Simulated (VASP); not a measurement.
Output of a VASP run:

**OUTCAR**
```
 ion  position               nearest neighbor table
   1  0.222  0.111  0.250-  50 2.00  46 2.00  38 2.00  37 2.02
   2  0.111  0.222  0.000-  43 2.00  62 2.00  39 2.00  38 2.02
   3  0.222  0.111  0.750-  52 2.00  48 2.00  40 2.00  39 2.02
   4  0.111  0.222  0.500-  41 2.00  60 2.00  37 2.00  40 2.02
   5  0.222  0.444  0.250-  38 2.00  53 2.00  42 2.00  41 2.02
   6  0.111  0.556  0.000-  47 2.00  66 2.00  43 2.00  42 2.02
   7  0.222  0.444  0.750-  40 2.00  55 2.00  44 2.00  43 2.02
   8  0.111  0.556  0.500-  45 2.00  64 2.00  41 2.00  44 2.02
   9  0.222  0.778  0.250-  42 2.00  57 2.00  46 2.00  45 2.02
  10  0.111  0.889  0.000-  39 2.00  70 2.00  47 2.00  46 2.02
  11  0.222  0.778  0.750-  44 2.00  59 2.00  48 2.00  47 2.02
  12  0.111  0.889  0.500-  37 2.00  68 2.00  45 2.00  48 2.02
  13  0.556  0.111  0.250-  61 2.00  57 2.00  50 2.00  49 2.02
  14  0.444  0.222  0.000-  39 2.00  54 2.00  51 2.00  50 2.02
  15  0.556  0.111  0.750-  63 2.00  59 2.00  52 2.00  51 2.02
  16  0.440  0.220  0.504-  52 1.97  37 1.98  72 2.02  49 2.04
  17  0.557  0.446  0.246-  65 1.97  53 1.99  50 2.00  72 2.10
  18  0.444  0.556  0.000-  43 2.00  58 2.00  54 2.00  53 2.02
  19  0.556  0.444  0.750-  52 2.00  67 2.00  55 2.00  54 2.02
  20  0.441  0.549  0.500-  41 1.97  72 1.98  55 2.02  56 2.05
  21  0.556  0.778  0.250-  69 2.00  53 2.00  57 2.00  56 2.02
  22  0.444  0.889  0.000-  47 2.00  51 2.00  58 2.00  57 2.02
  23  0.556  0.778  0.750-  71 2.00  55 2.00  59 2.00  58 2.02
  24  0.444  0.889  0.500-  45 2.00  49 2.00  56 2.00  59 2.02
  25  0.889  0.111  0.250-  38 2.00  69 2.00  61 2.00  60 2.02
  26  0.778  0.222  0.000-  51 2.00  66 2.00  62 2.00  61 2.02
  27  0.889  0.111  0.750-  40 2.00  71 2.00  63 2.00  62 2.02
  28  0.778  0.222  0.500-  49 2.00  64 2.00  60 2.00  63 2.02
  29  0.889  0.444  0.250-  61 2.00  42 2.00  65 2.00  64 2.02
  30  0.778  0.556  0.000-  70 2.00  54 2.00  66 2.00  65 2.02
  31  0.889  0.444  0.750-  63 2.00  44 2.00  67 2.00  66 2.02
  32  0.783  0.558  0.502-  64 1.98  68 1.99  67 2.00  72 2.02
  33  0.889  0.778  0.250-  65 2.00  46 2.00  69 2.00  68 2.02
  34  0.778  0.889  0.000-  58 2.00  62 2.00  70 2.00  69 2.02
  35  0.889  0.778  0.750-  67 2.00  48 2.00  71 2.00  70 2.02
  36  0.778  0.889  0.500-  56 2.00  60 2.00  68 2.00  71 2.02
  37  0.222  0.111  0.441-  16 1.98  12 2.00   4 2.00   1 2.02
  38  0.111  0.222  0.191-   5 2.00  25 2.00   1 2.00   2 2.02
  39  0.222  0.111  0.941-  14 2.00  10 2.00   2 2.00   3 2.02
  40  0.111  0.222  0.691-   7 2.00  27 2.00   3 2.00   4 2.02
  41  0.222  0.444  0.441-  20 1.97   4 2.00   8 2.00   5 2.02
  42  0.111  0.556  0.191-   9 2.00  29 2.00   5 2.00   6 2.02
  43  0.222  0.444  0.941-   2 2.00  18 2.00   6 2.00   7 2.02
  44  0.111  0.556  0.691-  11 2.00  31 2.00   7 2.00   8 2.02
  45  0.222  0.778  0.441-   8 2.00  24 2.00  12 2.00   9 2.02
  46  0.111  0.889  0.191-   1 2.00  33 2.00   9 2.00  10 2.02
  47  0.222  0.778  0.941-   6 2.00  22 2.00  10 2.00  11 2.02
  48  0.111  0.889  0.691-   3 2.00  35 2.00  11 2.00  12 2.02
  49  0.556  0.111  0.441-  28 2.00  24 2.00  13 2.02  16 2.04
  50  0.444  0.222  0.191-  17 2.00   1 2.00  13 2.00  14 2.02
  51  0.556  0.111  0.941-  26 2.00  22 2.00  14 2.00  15 2.02
  52  0.444  0.222  0.691-  16 1.97   3 2.00  19 2.00  15 2.00
  53  0.444  0.556  0.191-  17 1.99   5 2.00  21 2.00  18 2.02
  54  0.556  0.444  0.941-  14 2.00  30 2.00  18 2.00  19 2.02
  55  0.444  0.556  0.691-   7 2.00  23 2.00  19 2.00  20 2.02
  56  0.556  0.778  0.441-  36 2.00  24 2.00  21 2.02  20 2.05
  57  0.444  0.889  0.191-   9 2.00  13 2.00  21 2.00  22 2.02
  58  0.556  0.778  0.941-  34 2.00  18 2.00  22 2.00  23 2.02
  59  0.444  0.889  0.691-  11 2.00  15 2.00  23 2.00  24 2.02
  60  0.889  0.111  0.441-   4 2.00  36 2.00  28 2.00  25 2.02
  61  0.778  0.222  0.191-  13 2.00  29 2.00  25 2.00  26 2.02
  62  0.889  0.111  0.941-   2 2.00  34 2.00  26 2.00  27 2.02
  63  0.778  0.222  0.691-  15 2.00  31 2.00  27 2.00  28 2.02
  64  0.889  0.444  0.441-  32 1.98  28 2.00   8 2.00  29 2.02
  65  0.778  0.556  0.191-  17 1.97  33 2.00  29 2.00  30 2.02
  66  0.889  0.444  0.941-  26 2.00   6 2.00  30 2.00  31 2.02
  67  0.778  0.556  0.691-  35 2.00  19 2.00  31 2.00  32 2.00
  68  0.889  0.778  0.441-  32 1.99  12 2.00  36 2.00  33 2.02
  69  0.778  0.889  0.191-  21 2.00  25 2.00  33 2.00  34 2.02
  70  0.889  0.778  0.941-  30 2.00  10 2.00  34 2.00  35 2.02
  71  0.778  0.889  0.691-  23 2.00  27 2.00  35 2.00  36 2.02
  72  0.558  0.445  0.445-  20 1.98  32 2.02  16 2.02  17 2.10
 Subroutine IBZKPT returns following result:
 Found      1 irreducible k-points:

 Following reciprocal coordinates:
            Coordinates               Weight
  0.000000  0.000000  0.000000      1.000000
   k-points           NKPTS =      1   k-points in BZ     NKDIM =      1   number of bands    NBANDS=    388
...
```

### OSZICAR
```
...
RMM:   2    -0.316951380783E+03   -0.91325E-02   -0.99423E-02   776   0.645E-01    0.224E-01
RMM:   3    -0.316951906929E+03   -0.52615E-03   -0.12402E-02   776   0.237E-01    0.124E-01
RMM:   4    -0.316951851381E+03    0.55548E-04   -0.14333E-03   780   0.852E-02    0.877E-02
RMM:   5    -0.316951787126E+03    0.64255E-04   -0.40243E-04   776   0.458E-02    0.325E-02
RMM:   6    -0.316951796699E+03   -0.95734E-05   -0.12594E-04   724   0.210E-02    0.212E-02
RMM:   7    -0.316951793194E+03    0.35049E-05   -0.35343E-05   533   0.119E-02
  11 F= -.31695179E+03 E0= -.31695179E+03  d E =-.789809E-02
       N       E                     dE             d eps       ncg     rms          rms(c)
DAV:   1    -0.316949033290E+03    0.27634E-02   -0.27977E+00   824   0.318E+00    0.246E-01
RMM:   2    -0.316953336565E+03   -0.43033E-02   -0.46810E-02   776   0.443E-01    0.154E-01
RMM:   3    -0.316953579635E+03   -0.24307E-03   -0.58525E-03   776   0.163E-01    0.869E-02
RMM:   4    -0.316953549387E+03    0.30248E-04   -0.67142E-04   780   0.582E-02    0.616E-02
RMM:   5    -0.316953516203E+03    0.33184E-04   -0.19854E-04   772   0.318E-02    0.225E-02
RMM:   6    -0.316953520877E+03   -0.46735E-05   -0.60389E-05   652   0.147E-02
  12 F= -.31695352E+03 E0= -.31695352E+03  d E =-.962577E-02
       N       E                     dE             d eps       ncg     rms          rms(c)
DAV:   1    -0.316950351449E+03    0.31648E-02   -0.54949E+00   824   0.444E+00    0.337E-01
RMM:   2    -0.316958300074E+03   -0.79486E-02   -0.86165E-02   776   0.599E-01    0.206E-01
RMM:   3    -0.316958812008E+03   -0.51193E-03   -0.11012E-02   777   0.223E-01    0.120E-01
RMM:   4    -0.316958778759E+03    0.33249E-04   -0.13432E-03   783   0.833E-02    0.857E-02
RMM:   5    -0.316958719780E+03    0.58979E-04   -0.34564E-04   776   0.425E-02    0.334E-02
RMM:   6    -0.316958729109E+03   -0.93286E-05   -0.11244E-04   719   0.196E-02    0.220E-02
RMM:   7    -0.316958724636E+03    0.44730E-05   -0.30872E-05   522   0.117E-02
  13 F= -.31695872E+03 E0= -.31695872E+03  d E =-.520376E-02
       N       E                     dE             d eps       ncg     rms          rms(c)
DAV:   1    -0.316956571341E+03    0.21578E-02   -0.20564E+00   840   0.272E+00    0.202E-01
RMM:   2    -0.316959539610E+03   -0.29683E-02   -0.32132E-02   776   0.366E-01    0.126E-01
RMM:   3    -0.316959722684E+03   -0.18307E-03   -0.40766E-03   776   0.136E-01    0.743E-02
RMM:   4    -0.316959708960E+03    0.13725E-04   -0.51040E-04   783   0.511E-02    0.529E-02
RMM:   5    -0.316959685465E+03    0.23495E-04   -0.13209E-04   736   0.262E-02    0.208E-02
RMM:   6    -0.316959688993E+03   -0.35283E-05   -0.43617E-05   589   0.121E-02
  14 F= -.31695969E+03 E0= -.31695969E+03  d E =-.616812E-02
       N       E                     dE             d eps       ncg     rms          rms(c)
DAV:   1    -0.316957761859E+03    0.19236E-02   -0.27982E+00   808   0.317E+00    0.239E-01
RMM:   2    -0.316961232521E+03   -0.34707E-02   -0.38255E-02   776   0.413E-01    0.163E-01
RMM:   3    -0.316961452438E+03   -0.21992E-03   -0.49084E-03   776   0.150E-01    0.895E-02
RMM:   4    -0.316961422539E+03    0.29899E-04   -0.60252E-04   780   0.571E-02    0.644E-02
RMM:   5    -0.316961394417E+03    0.28122E-04   -0.17768E-04   769   0.299E-02    0.231E-02
RMM:   6    -0.316961398654E+03   -0.42374E-05   -0.55372E-05   638   0.139E-02
  15 F= -.31696140E+03 E0= -.31696140E+03  d E =-.170966E-02
```

### OUTCAR
```
------------------------ aborting loop because EDIFF is reached ----------------------------------------
  FORCE on cell =-STRESS in cart. coord.  units (eV):
  Direction    XX          YY          ZZ          XY          YZ          ZX
  --------------------------------------------------------------------------------------
  Total      -10.6358870    -10.2096866    -14.3177644     -0.0009535     -0.0079571      0.0019155
  in kB      -19.1033418    -18.3378343    -25.7164397     -0.0017127     -0.0142919      0.0034405
  external PRESSURE =     -21.0525386 kB  Pullay stress =       0.0000000 kB
  volume of cell :      892.02
      direct lattice vectors                 reciprocal lattice vectors
     4.932320690 -8.543031394  0.000000000     0.101372160 -0.058527234  0.000000000
     4.932320690  8.543031394  0.000000000     0.101372160  0.058527234  0.000000000
     0.000000000  0.000000000 10.584775396     0.000000000  0.000000000  0.094475316
  FREE ENERGIE OF THE ION-ELECTRON SYSTEM (eV)
  ---------------------------------------------------
  free  energy   TOTEN  =      -316.9613986542 eV

  energy  without entropy=     -316.9613986542  energy(sigma->0) =     -316.96139865

 reached required accuracy - stopping structural energy minimisation
```
(Selected blocks of OUTCAR.)

POSCAR:
```
Zn36O35S
1
    4.9323206900    -8.5430313936     0.0000000000
    4.9323206900     8.5430313936     0.0000000000
    0.0000000000     0.0000000000    10.5847753959
Zn O S
36 35 1
Direct
  0.2222220000   0.1111110000   0.2500000000
  0.1111110000   0.2222220000   0.0000000000
  0.2222220000   0.1111110000   0.7500000000
  0.1111110000   0.2222220000   0.5000000000
  0.2222220000   0.4444440000   0.2500000000
  0.1111110000   0.5555560000   0.0000000000
  0.2222220000   0.4444440000   0.7500000000
  0.1111110000   0.5555560000   0.5000000000
  0.2222220000   0.7777780000   0.2500000000
  0.1111110000   0.8888890000   0.0000000000
  0.2222220000   0.7777780000   0.7500000000
  0.1111110000   0.8888890000   0.5000000000
  0.5555560000   0.1111110000   0.2500000000
  0.4444440000   0.2222220000   0.0000000000
  0.5555560000   0.1111110000   0.7500000000
  0.4399390000   0.2204020000   0.5044640000
  0.5571130000   0.4459570000   0.2461390000
  0.4444440000   0.5555560000   0.0000000000
  0.5555560000   0.4444440000   0.7500000000
  0.4409530000   0.5487960000   0.4999970000
  0.5555560000   0.7777780000   0.2500000000
  0.4444440000   0.8888890000   0.0000000000
  0.5555560000   0.7777780000   0.7500000000
  0.4444440000   0.8888890000   0.5000000000
  0.8888890000   0.1111110000   0.2500000000
  0.7777780000   0.2222220000   0.0000000000
  0.8888890000   0.1111110000   0.7500000000
  0.7777780000   0.2222220000   0.5000000000
  0.8888890000   0.4444440000   0.2500000000
  0.7777780000   0.5555560000   0.0000000000
  0.8888890000   0.4444440000   0.7500000000
  0.7833130000   0.5577550000   0.5017250000
  0.8888890000   0.7777780000   0.2500000000
  0.7777780000   0.8888890000   0.0000000000
  0.8888890000   0.7777780000   0.7500000000
  0.7777780000   0.8888890000   0.5000000000
  0.2222220000   0.1111110000   0.4410000000
  0.1111110000   0.2222220000   0.1910000000
  0.2222220000   0.1111110000   0.9410000000
  0.1111110000   0.2222220000   0.6910000000
  0.2222220000   0.4444440000   0.4410000000
  0.1111110000   0.5555560000   0.1910000000
  0.2222220000   0.4444440000   0.9410000000
  0.1111110000   0.5555560000   0.6910000000
  0.2222220000   0.7777780000   0.4410000000
  0.1111110000   0.8888890000   0.1910000000
  0.2222220000   0.7777780000   0.9410000000
  0.1111110000   0.8888890000   0.6910000000
  0.5555560000   0.1111110000   0.4410000000
  0.4444440000   0.2222220000   0.1910000000
  0.5555560000   0.1111110000   0.9410000000
  0.4444440000   0.2222220000   0.6910000000
  0.4444440000   0.5555560000   0.1910000000
  0.5555560000   0.4444440000   0.9410000000
  0.4444440000   0.5555560000   0.6910000000
  0.5555560000   0.7777780000   0.4410000000
  0.4444440000   0.8888890000   0.1910000000
  0.5555560000   0.7777780000   0.9410000000
  0.4444440000   0.8888890000   0.6910000000
  0.8888890000   0.1111110000   0.4410000000
  0.7777780000   0.2222220000   0.1910000000
  0.8888890000   0.1111110000   0.9410000000
  0.7777780000   0.2222220000   0.6910000000
  0.8888890000   0.4444440000   0.4410000000
  0.7777780000   0.5555560000   0.1910000000
  0.8888890000   0.4444440000   0.9410000000
  0.7777780000   0.5555560000   0.6910000000
  0.8888890000   0.7777780000   0.4410000000
  0.7777780000   0.8888890000   0.1910000000
  0.8888890000   0.7777780000   0.9410000000
  0.7777780000   0.8888890000   0.6910000000
  0.5579820000   0.4449110000   0.4448910000
```

### Question
Write an INCAR and KPOINTS that could have produced this output.

### Answer
Several could match; the one computed here: the input of the run itself, PBE GGA, plane waves, VASP's PBE PAW potentials (set 64).

File KPOINTS:
```
kpoints
0
Gamma
1 1 1
```

**INCAR**
```
# general
SYSTEM =Zn36O35S
PREC   =Normal
ENCUT  =400
LREAL  =Auto
LASPH  =.TRUE.
ISYM   =0

# electronic loop
EDIFF  =1E-5
NELM   =100
NELMIN =4
ALGO   =Fast
LMAXMIX=4

# smearing
ISMEAR =0
SIGMA  =0.05

# functional
GGA    =PE

# ions
IBRION =2
NSW    =60
ISIF   =2
EDIFFG =-0.03

# output
LWAVE  =.FALSE.
LCHARG =.FALSE.
```

POTCAR, in this order: Zn O S (PBE.64 set). Program: vasp_gam.

At this cut-off the stress carries a Pulay error, which pulls relaxed volumes low. The supercell is sampled at Γ alone, which is coarse: total energies, pressure and levels can be off, energies of defects by several tenths of an eV.

The cell is a supercell with a defect, built from ZnO (wurtzite): S_O. The run is not spin-polarised, so no state with unpaired spins was tried.
